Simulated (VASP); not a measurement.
OSZICAR of a VASP run on CdF₂ (fluorite):

File OSZICAR:
```
       N       E                     dE             d eps       ncg     rms          rms(c)
DAV:   1     0.196027914905E+03    0.19603E+03   -0.15705E+04   728   0.153E+03
DAV:   2    -0.439216435964E+01   -0.20042E+03   -0.19563E+03   793   0.372E+02
DAV:   3    -0.127083977782E+02   -0.83162E+01   -0.83000E+01   708   0.865E+01
DAV:   4    -0.127496472699E+02   -0.41249E-01   -0.41243E-01   771   0.618E+00
DAV:   5    -0.127498073768E+02   -0.16011E-03   -0.16010E-03   718   0.338E-01    0.941E+00
DAV:   6    -0.108743015887E+02    0.18755E+01   -0.57028E+00   892   0.474E+01    0.662E+00
DAV:   7    -0.109156078404E+02   -0.41306E-01   -0.95083E-01   681   0.101E+01    0.379E+00
DAV:   8    -0.109031459265E+02    0.12462E-01   -0.19972E-01   757   0.428E+00    0.812E-01
DAV:   9    -0.108921408602E+02    0.11005E-01   -0.47405E-02   758   0.241E+00    0.116E-01
DAV:  10    -0.108926474825E+02   -0.50662E-03   -0.36252E-03   684   0.814E-01    0.136E-01
DAV:  11    -0.108927592242E+02   -0.11174E-03   -0.34279E-04   747   0.219E-01    0.610E-02
DAV:  12    -0.108927841924E+02   -0.24968E-04   -0.16065E-04   691   0.115E-01    0.153E-02
DAV:  13    -0.108927861610E+02   -0.19685E-05   -0.89960E-06   760   0.280E-02    0.888E-03
DAV:  14    -0.108927859944E+02    0.16655E-06   -0.26455E-06   699   0.239E-02    0.222E-03
DAV:  15    -0.108927860576E+02   -0.63204E-07   -0.13747E-07   577   0.505E-03
   1 F= -.11349304E+02 E0= -.11349304E+02  d E =-.767651E-15
```

Task: Which electronic solver shows in the log?

Result: It is blocked Davidson (ALGO = Normal, or the opening steps of other solvers). The INCAR had ALGO = Normal.

Task: Can the final energy be trusted as converged?

Result: The run converged. It stopped with EDIFF = 1E-7, NELM = 100 (PBE GGA with D3 dispersion (Becke-Johnson damping), plane waves, VASP's PBE PAW potentials (set 64)).

The compound is CdF2 in the fluorite structure. This cell is one point of a volume scan, at 1.06 of the reference volume.
